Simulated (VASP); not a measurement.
Given:

```xyz
2
Lattice="0.0000 2.3902 2.3902 2.3902 0.0000 2.3902 2.3902 2.3902 0.0000" Properties=species:S:1:pos:R:3 pbc="T T T"
Co     3.5853     3.5853     3.5853
Co     2.3902     2.3902     2.3902
```
Starting moments (μB, in the order of the record's atoms Co Co): 3.0 3.0.

Calculation: PBEsol GGA, VASP's PBE PAW potentials (set 64) (plane waves; VASP 6.6.1). Numerical set-up: 400 eV cut-off, 12×12×12 Γ-centred mesh, first-order Methfessel-Paxton smearing of 0.10 eV, potentials Co.

Energy and stress use the plane-wave basis of the starting cell.

Question: The ions, cell shape and volume are relaxed. Predict the relaxed structure.

Answer: 
```xyz
2
Lattice="0.0000 2.4102 2.4102 2.4102 0.0000 2.4102 2.4102 2.4102 0.0000" Properties=species:S:1:pos:R:3 pbc="T T T"
Co     3.6153     3.6153     3.6153
Co     2.4102     2.4102     2.4102
```
Space group Fd-3m (227), at a tolerance of 0.03 Å. The cell ends with 0.00 μB, on the sites 0.00 0.00 μB.

Question: How do energy and volume change from the first to the last step?

Answer: The energy (σ→0) changes by -4.2 meV/atom and the volume by +2.5 %, in 3 ionic steps.

The structure was generated: Co was put into the diamond type (Fd-3m), which need not be its known phase. This run relaxes it. Symmetry was kept, so distortions that lower it aren't found.
